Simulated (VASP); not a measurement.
All values below come from PBE GGA with D3 dispersion (zero damping), VASP's PBE PAW potentials (set 64) (plane waves; VASP).

The input files of a VASP run:

### KPOINTS
```
Automatic
0
Gamma
  6 6 4
```

INCAR:
```
SYSTEM = Se
NSW = 60   # most ionic steps
EDIFFG = -0.02   # ionic stop
PREC = Accurate
LWAVE = .False.
ISMEAR = 0   # Gaussian
NELM = 100   # most electronic steps
IVDW = 11   # D3, zero damping
SIGMA = 0.05   # width (eV)
GGA = PE
ALGO = Normal
LMAXMIX = 4   # l cut-off of mixed one-centre charges
EDIFF = 1E-6
ENCUT = 520
IBRION = 2   # conjugate gradients
LCHARG = .False.
LREAL = .False.   # projection in real space or not
ISIF = 3
LASPH = .True.   # aspherical one-centre terms
```

**POSCAR**
```
Se
1
    2.0948621345    -3.6284076391     0.0000000000
    2.0948621345     3.6284076391    -0.0000000000
   -0.0000000000    -0.0000000000     5.1271715808
Se
3
Direct
  0.0000000000   0.2378257328   0.6666670000
  0.7621742672   0.7621742672   0.0000000000
  0.2378257328   0.0000000000   0.3333330000
```

POTCAR, in this order: Se (PBE.64 set). Program: vasp_std.

Output of the run:

**OSZICAR**
```
       N       E                     dE             d eps       ncg     rms          rms(c)
DAV:   1     0.877952373331E+02    0.87795E+02   -0.74260E+03   624   0.115E+03
DAV:   2    -0.439544097603E+01   -0.92191E+02   -0.88549E+02   845   0.180E+02
DAV:   3    -0.104777544793E+02   -0.60823E+01   -0.60334E+01   749   0.529E+01
DAV:   4    -0.105382751861E+02   -0.60521E-01   -0.60426E-01   699   0.611E+00
DAV:   5    -0.105387858157E+02   -0.51063E-03   -0.51058E-03   794   0.552E-01    0.669E+00
DAV:   6    -0.104885248549E+02    0.50261E-01   -0.37065E-02   694   0.143E+00    0.414E+00
DAV:   7    -0.104735191969E+02    0.15006E-01   -0.71044E-02   654   0.197E+00    0.189E-01
DAV:   8    -0.104727399783E+02    0.77922E-03   -0.10673E-02   644   0.735E-01    0.105E-01
DAV:   9    -0.104728434543E+02   -0.10348E-03   -0.30417E-04   794   0.138E-01    0.311E-02
DAV:  10    -0.104728678594E+02   -0.24405E-04   -0.51292E-05   674   0.569E-02    0.887E-03
DAV:  11    -0.104728703787E+02   -0.25193E-05   -0.11689E-05   719   0.233E-02    0.391E-03
DAV:  12    -0.104728698868E+02    0.49188E-06   -0.27002E-06   600   0.119E-02
   1 F= -.11118316E+02 E0= -.11118316E+02  d E =-.111183E+02
```

### OUTCAR
```
------------------------ aborting loop because EDIFF is reached ----------------------------------------
 Edisp (eV)   -0.64545
  FORCE on cell =-STRESS in cart. coord.  units (eV):
  Direction    XX          YY          ZZ          XY          YZ          ZX
  --------------------------------------------------------------------------------------
  Total       0.00959     0.00959    -0.01709     0.00000     0.00000     0.00000
  in kB       0.19718     0.19718    -0.35127     0.00000     0.00000     0.00000
  external pressure =        0.01 kB  Pullay stress =        0.00 kB
  volume of cell :       77.94
      direct lattice vectors                 reciprocal lattice vectors
     2.094862135 -3.628407639  0.000000000     0.238679191 -0.137801496  0.000000000
     2.094862135  3.628407639  0.000000000     0.238679191  0.137801496  0.000000000
     0.000000000  0.000000000  5.127171581     0.000000000  0.000000000  0.195039309
 POSITION                                       TOTAL-FORCE (eV/Angst)
 -----------------------------------------------------------------------------------
      0.49821      0.86293      3.41812         0.000304      0.000526     -0.000000
      3.19330      0.00000      0.00000        -0.000607      0.000000     -0.000000
      0.49821     -0.86293      1.70906         0.000304     -0.000526      0.000000
 -----------------------------------------------------------------------------------
    total drift:                               -0.000218     -0.000434      0.000010
  FREE ENERGIE OF THE ION-ELECTRON SYSTEM (eV)
  ---------------------------------------------------
  free  energy   TOTEN  =       -11.1183159135 eV

  energy  without entropy=      -11.1183159135  energy(sigma->0) =      -11.11831591

 reached required accuracy - stopping structural energy minimisation
```
(Selected blocks of OUTCAR.)

The compound is Se in the trig structure. It was relaxed first. The start is the result of an earlier pass.
